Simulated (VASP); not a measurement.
The system is Ga3BiO4.

```
CELL_PARAMETERS angstrom
-2.46613 2.46613 4.95471
2.46613 -2.46613 4.95471
2.46613 2.46613 -4.95471
ATOMIC_POSITIONS crystal
Ga 0.50000 0.50000 0.00000
Ga 0.25000 0.75000 0.50000
Ga 0.75000 0.25000 0.50000
Bi 0.00000 0.00000 0.00000
O 0.75310 0.75310 0.00000
O 0.24690 0.24690 0.00000
O 0.00000 0.50000 0.50000
O 0.50000 0.00000 0.50000
```

The cell was built by a generator and needn't be a form met in nature.

```yaml
Program: VASP 6.6.1
Task: relaxation of cell and atoms
Functional: PBE
Potentials_or_basis: VASP PAW PBE potentials, release 64 (Ga_d, Bi_d, O)
Cutoff: 520 eV
k_mesh: 4 × 4 × 4
Occupations: gaussian, width 0.15 eV
Spin: no spin polarisation
```

At the start: pressure -5.2 GPa; volume 15.07 Å³/atom.

Q: How do energy, volume and symmetry change on relaxing?

A: Over 6 steps the energy falls by 16.5 meV/atom and the volume is 14.21 Å³/atom (-5.7 %); space group I4/mmm (No. 139, to 0.05 Å).

The path:
| step | energy change (eV) | largest force (eV/Å) | pressure (GPa) | volume (Å³) |
| --- | --- | --- | --- | --- |
| 1 | 0.0000 | 0.0113 | -5.24 | 120.53 |
| 2 | -0.1100 | 0.2861 | 1.98 | 112.14 |
| 3 | -0.1194 | 0.2208 | 0.35 | 113.90 |
| 4 | -0.1193 | 0.2144 | -0.52 | 114.09 |
| 5 | -0.1271 | 0.1357 | 0.14 | 113.94 |
| 6 | -0.1324 | 0.0278 | 0.10 | 113.70 |

Final structure:
```
Ga Bi O
1.0
    -2.39926    2.39926    4.93793
     2.39926   -2.39926    4.93793
     2.39926    2.39926   -4.93793
Ga Bi O
3 1 4
Cartesian
  0.0000 0.0000 4.9379
  2.3993 0.0000 2.4690
  0.0000 2.3993 2.4690
  0.0000 0.0000 0.0000
  0.0000 0.0000 7.4119
  0.0000 0.0000 2.4639
  2.3993 0.0000 0.0000
  0.0000 2.3993 0.0000
```

Caveat: the k mesh is coarse (spacing up to 0.45 Å⁻¹), so the values aren't converged; the relaxation stopped at a loose force limit of 0.08 eV/Å, so its end isn't a converged minimum.
